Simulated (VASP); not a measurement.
An input for Quantum ESPRESSO's pw.x (written as the equivalent of a VASP run, and not itself run):

```
&CONTROL
  calculation = 'scf'
  pseudo_dir = './pseudo'
  outdir = './out'
  tprnfor = .true.
  tstress = .false.
/
&SYSTEM
  ibrav = 0
  nat = 2
  ntyp = 2
  ecutwfc = 84
  occupations = 'smearing'
  smearing = 'gaussian'
  degauss = 0.003675
  input_dft = 'pbe0'
  nqx1 = 6
  nqx2 = 6
  nqx3 = 6
/
&ELECTRONS
  conv_thr = 7.3e-08
  electron_maxstep = 60
/
ATOMIC_SPECIES
  Ga 69.723 Ga.upf
  As 74.922 As.upf
CELL_PARAMETERS angstrom
     0.0000000    2.8449207    2.8449207
     2.8449207    0.0000000    2.8449207
     2.8449207    2.8449207    0.0000000
ATOMIC_POSITIONS crystal
  Ga   0.0000000  0.0000000  0.0000000
  As   0.2500000  0.2500000  0.2500000
K_POINTS automatic
  6 6 6 0 0 0
```

Q: Write the VASP files for the same calculation (PBE0).

A: Several could match; the one computed here: 
KPOINTS:
```
Automatic mesh
0
gamma
  6 6 6
0 0 0
```

### POSCAR
```
GaAs
1
    0.0000000000     2.8449207352     2.8449207352
    2.8449207352     0.0000000000     2.8449207352
    2.8449207352     2.8449207352     0.0000000000
Ga As
1 1
Direct
  0.0000000000   0.0000000000   0.0000000000
  0.2500000000   0.2500000000   0.2500000000
```

**INCAR**
```
! general
SYSTEM   = GaAs
PREC     = Accurate
ENCUT    = 520   ! plane-wave cut-off (eV)
LREAL    = .False.
LASPH    = .True.   ! aspherical one-centre terms
ISYM     = 3

! electronic loop
EDIFF    = 1E-6
NELM     = 60
ALGO     = Normal   ! blocked Davidson
LMAXMIX  = 4

! smearing
ISMEAR   = 0
SIGMA    = 0.05

! functional
GGA      = PE
LHFCALC  = .True.
AEXX     = 0.25
HFRCUT   = -1
PRECFOCK = Fast

! ions
ISIF     = 2   ! forces and stress, cell fixed

! output
LWAVE    = .False.
LCHARG   = .False.
```

POTCAR, in this order: Ga_d As (PBE.64 set). Program: vasp_std. Read from the step before: WAVECAR.

Limits of the translation: the potentials are each code's own (VASP's PAW set, PseudoDojo norm-conserving files in pw.x), so ENCUT and ecutwfc are chosen apart and not converted; conv_thr bounds pw.x's estimated SCF error, while EDIFF bounds the energy change between steps; the singularity of exact exchange is treated differently by default.

The compound is GaAs in the zinc blende structure. This cell is one point of a volume scan, at 0.97 of the reference volume.
